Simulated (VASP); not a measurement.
Calculation: PBEsol GGA, VASP's PBE PAW potentials (set 64) (plane waves; VASP).

Input for VASP

**POSCAR**
```
Al2Ga2N4
1
    0.0011079168     4.4412553139     4.4412413776
    4.4423376884     0.0000255422     4.4423237708
    2.2211816153     2.2211816153     0.0000000000
Ga N Al
2 4 2
Direct
  0.9993349994   0.0002219552   0.0004430454
  0.9993349994   0.5002219552   0.0004430454
  0.1325113579   0.1224964401   0.2449922020
  0.1325113579   0.6224964401   0.2449922020
  0.6170343688   0.1276545781   0.2553110530
  0.6170343688   0.6276545781   0.2553110530
  0.5011192739   0.9996270266   0.9992536995
  0.5011192739   0.4996270266   0.9992536995
```

**INCAR**
```
# general
SYSTEM  = Al2Ga2N4
PREC    = Accurate
ENCUT   = 520
LREAL   = .False.
LASPH   = .True.

# electronic loop
EDIFF   = 1E-6
NELM    = 100
ALGO    = Normal
LMAXMIX = 4

# smearing
ISMEAR  = 0
SIGMA   = 0.05

# functional
GGA     = PS

# ions
IBRION  = 2
NSW     = 60
ISIF    = 3
EDIFFG  = -0.02

# output
LWAVE   = .False.
LCHARG  = .False.
```

File KPOINTS:
```
Automatic mesh
0
Gamma
4 4 8
0 0 0
```

POTCAR, in this order: Ga_d N Al (PBE.64 set). Program: vasp_std.

The run wrote:

### OSZICAR
```
       N       E                     dE             d eps       ncg     rms          rms(c)
DAV:   1     0.485152251214E+03    0.48515E+03   -0.25075E+04  3117   0.251E+03
DAV:   2     0.154582084248E+02   -0.46969E+03   -0.45336E+03  3259   0.596E+02
DAV:   3    -0.610310789513E+02   -0.76489E+02   -0.74685E+02  3273   0.180E+02
DAV:   4    -0.655868223781E+02   -0.45557E+01   -0.45390E+01  4183   0.482E+01
DAV:   5    -0.656548325359E+02   -0.68010E-01   -0.67944E-01  3437   0.586E+00    0.155E+01
DAV:   6    -0.573684122883E+02    0.82864E+01   -0.33203E+01  4708   0.653E+01    0.507E+00
DAV:   7    -0.575184337340E+02   -0.15002E+00   -0.33656E+00  3402   0.124E+01    0.384E+00
DAV:   8    -0.574620952163E+02    0.56339E-01   -0.54301E-01  4279   0.104E+01    0.963E-01
DAV:   9    -0.574316487872E+02    0.30446E-01   -0.15616E-01  5181   0.654E+00    0.431E-01
DAV:  10    -0.574319543056E+02   -0.30552E-03   -0.12307E-02  3499   0.808E-01    0.178E-01
DAV:  11    -0.574320124855E+02   -0.58180E-04   -0.13560E-03  5133   0.553E-01    0.247E-02
DAV:  12    -0.574320434672E+02   -0.30982E-04   -0.31313E-04  3614   0.167E-01    0.175E-02
DAV:  13    -0.574320446345E+02   -0.11673E-05   -0.16795E-05  4150   0.380E-02    0.530E-03
DAV:  14    -0.574320444431E+02    0.19139E-06   -0.39790E-06  3086   0.267E-02
   1 F= -.57432044E+02 E0= -.57432044E+02  d E =-.574320E+02
       N       E                     dE             d eps       ncg     rms          rms(c)
DAV:   1    -0.574435559671E+02   -0.11511E-01   -0.25689E-01  4121   0.913E+00    0.673E-01
DAV:   2    -0.574346029436E+02    0.89530E-02   -0.29809E-02  4189   0.378E+00    0.297E-01
DAV:   3    -0.574324719613E+02    0.21310E-02   -0.45611E-03  4657   0.158E+00    0.813E-02
DAV:   4    -0.574322817598E+02    0.19020E-03   -0.17115E-03  4029   0.286E-01    0.557E-02
DAV:   5    -0.574322637820E+02    0.17978E-04   -0.94179E-05  3562   0.708E-02    0.392E-02
DAV:   6    -0.574322537106E+02    0.10071E-04   -0.10879E-05  4216   0.353E-02    0.458E-03
DAV:   7    -0.574322532740E+02    0.43660E-06   -0.20402E-06  2864   0.178E-02
   2 F= -.57432253E+02 E0= -.57432253E+02  d E =-.208831E-03
       N       E                     dE             d eps       ncg     rms          rms(c)
DAV:   1    -0.574350944777E+02   -0.28408E-02   -0.54450E-02  4136   0.425E+00    0.308E-01
DAV:   2    -0.574332107945E+02    0.18837E-02   -0.62388E-03  4166   0.175E+00    0.137E-01
DAV:   3    -0.574327552682E+02    0.45553E-03   -0.98149E-04  4640   0.744E-01    0.370E-02
DAV:   4    -0.574327171197E+02    0.38148E-04   -0.38399E-04  3637   0.133E-01    0.275E-02
DAV:   5    -0.574327137967E+02    0.33230E-05   -0.22702E-05  3545   0.365E-02    0.201E-02
DAV:   6    -0.574327117651E+02    0.20316E-05   -0.17813E-06  2463   0.185E-02    0.187E-03
DAV:   7    -0.574327118147E+02   -0.49584E-07   -0.81110E-07  1958   0.148E-02
   3 F= -.57432712E+02 E0= -.57432712E+02  d E =-.667372E-03
```

File OUTCAR:
```
------------------------ aborting loop because EDIFF is reached ----------------------------------------
  FORCE on cell =-STRESS in cart. coord.  units (eV):
  Direction    XX          YY          ZZ          XY          YZ          ZX
  --------------------------------------------------------------------------------------
  Total        0.0314216      0.0314216      0.0315542      0.0009940     -0.0012099      0.0012097
  in kB        0.5763434      0.5763434      0.5787752      0.0182327     -0.0221927      0.0221890
  external PRESSURE =       0.5771540 kB  Pullay stress =       0.0000000 kB
  volume of cell :       87.35
      direct lattice vectors                 reciprocal lattice vectors
     0.001558835  4.436193521  4.436182956    -0.112729164  0.112729164  0.112729197
     4.437743110  0.000009246  4.437732557     0.112689800 -0.112689800  0.112650470
     2.218876178  2.218876178 -0.000000000     0.225378661  0.225299934 -0.225379667
 POSITION                                       TOTAL-FORCE (eV/Angst)
 -----------------------------------------------------------------------------------
      0.00330      4.43445      4.43444        -0.001709      0.001709      0.001665
      2.22217      4.43445      6.65331        -0.001709      0.001709      0.001665
      1.08795      1.13093      1.13092         0.008757     -0.008757     -0.008716
      3.30682      1.13093      3.34979         0.008757     -0.008757     -0.008716
      1.13324      3.30451      3.30450        -0.010216      0.010216      0.010265
      3.35211      3.30452      5.52336        -0.010216      0.010216      0.010265
      6.65451      4.43987      6.65872         0.003168     -0.003168     -0.003214
      4.43564      4.43987      4.43985         0.003168     -0.003168     -0.003214
 -----------------------------------------------------------------------------------
    total drift:                               -0.000480      0.000487      0.000477
  FREE ENERGIE OF THE ION-ELECTRON SYSTEM (eV)
  ---------------------------------------------------
  free  energy   TOTEN  =       -57.4327118147 eV

  energy  without entropy=      -57.4327118147  energy(sigma->0) =      -57.43271181

 reached required accuracy - stopping structural energy minimisation
```
(Selected blocks of OUTCAR.)

**CONTCAR**
```
Al2Ga2N4
   1.00000000000000
     0.0015588353465541    4.4361935208339611    4.4361829564233144
     4.4377431100741731    0.0000092460065644    4.4377325570950754
     2.2188761780403987    2.2188761780403392   -0.0000000000000298
  Ga              N               Al
     2     4     2
Direct
     0.9994107776811728    0.0001971076562503    0.0003921146625699
     0.9994107776811728    0.5001971076562504    0.0003921146625699
     0.1323329270064889    0.1225554009708707    0.2451116720226404
     0.1323329270064889    0.6225554009708707    0.2451116720226404
     0.6172788764432080    0.1275730331377214    0.2551480903190688
     0.6172788764432080    0.6275730331377214    0.2551480903190688
     0.5009774188691303    0.9996744582351578    0.9993481228957192
     0.5009774188691303    0.4996744582351577    0.9993481228957192
```

The structure was generated: Al2Ga2N4 was put into an ordered model structure (R3m), which need not be its known phase. This run relaxes it. Symmetry was kept, so distortions that lower it aren't found. The start is the result of an earlier pass.
